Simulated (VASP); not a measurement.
All values below come from PBE GGA, VASP's PBE PAW potentials (set 64) (plane waves; VASP).

A VASP calculation is set up with these files.

### KPOINTS
```
kpoints
0
G
  7 7 1
0 0 0
```

File POSCAR:
```
LaAs
1
    4.7333170000     0.0000000000     0.0000000000
   -2.3666590000     4.0991730000     0.0000000000
    0.0000000000     0.0000000000    14.0000000000
La As
1 1
Direct
  0.6666670000   0.3333330000   0.5000000000
  0.3333330000   0.6666670000   0.5000000000
```

INCAR:
```
LREAL  =  .FALSE.   ! projection in real space or not
SIGMA  =  0.05
EDIFF  =  1E-6   ! SCF stop (eV)
PREC  =  Accurate
GGA  =  PE   ! PBE
SYSTEM  =  LaAs
ISMEAR  =  0   ! Gaussian
ISIF  =  2   ! forces and stress, cell fixed
LWAVE  =  .FALSE.
ALGO  =  Normal
LCHARG  =  .FALSE.
LASPH  =  .TRUE.   ! aspherical one-centre terms
NELM  =  100   ! most electronic steps
LMAXMIX  =  6   ! l cut-off of mixed one-centre charges
ENCUT  =  300
```

POTCAR, in this order: La As (PBE.64 set). Program: vasp_std.

At this cut-off the stress carries a Pulay error, which pulls relaxed volumes low. The cell holds a wide vacuum, so values per volume refer to the whole cell.

Problem. What does the run give for the energy per atom (σ→0)?

Solution. 
```json
{
  "energy per atom (σ→0)": "-498.0 kJ/mol of atoms"
}
```

File OSZICAR:
```
...
DAV:  14    -0.103209206860E+02   -0.12078E-02   -0.10780E-03   336   0.279E-01    0.254E-02
DAV:  15    -0.103224960218E+02   -0.15753E-02   -0.58058E-04   280   0.150E-01    0.101E-02
DAV:  16    -0.103231207916E+02   -0.62477E-03   -0.35546E-04   288   0.687E-02    0.578E-03
DAV:  17    -0.103231566451E+02   -0.35853E-04   -0.14109E-05   320   0.287E-02    0.360E-03
DAV:  18    -0.103231711733E+02   -0.14528E-04   -0.46248E-06   336   0.155E-02    0.705E-04
DAV:  19    -0.103231730935E+02   -0.19202E-05   -0.25496E-07   200   0.295E-03    0.643E-04
DAV:  20    -0.103231737854E+02   -0.69194E-06   -0.11494E-07   192   0.223E-03
   1 F= -.10323174E+02 E0= -.10323174E+02  d E =-.249300E-13
```

The cell is a sheet with vacuum, built from a generated structure.
